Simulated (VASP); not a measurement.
Given:

```
CELL_PARAMETERS angstrom
      0.00000     2.66419     2.66419
      2.66419     0.00000     2.66419
      2.66419     2.66419     0.00000
ATOMIC_POSITIONS crystal
  Si 0.25000 0.25000 0.25000
  Si 0.75000 0.75000 0.75000
  Ni 0.00000 0.00000 0.00000
```

Level of theory: optB86b-vdW, VASP's PBE PAW potentials (set 64) (plane waves; VASP). Numerical set-up: 520 eV cut-off, 10×10×10 Γ-centred mesh, first-order Methfessel-Paxton smearing of 0.10 eV, potentials Si Ni.

**Question.** Give the stress tensor in GPa (positive for a compressed cell).

**Answer.** 
```
9.82  0.00  0.00
0.00  9.82  0.00
0.00  0.00  9.82
```
The pressure is its mean diagonal, 9.82 GPa.

The compound is NiSi2 in the fluorite structure. This cell is one point of a volume scan, at 0.94 of the reference volume. The run is not spin-polarised, so no magnetic state was tried.
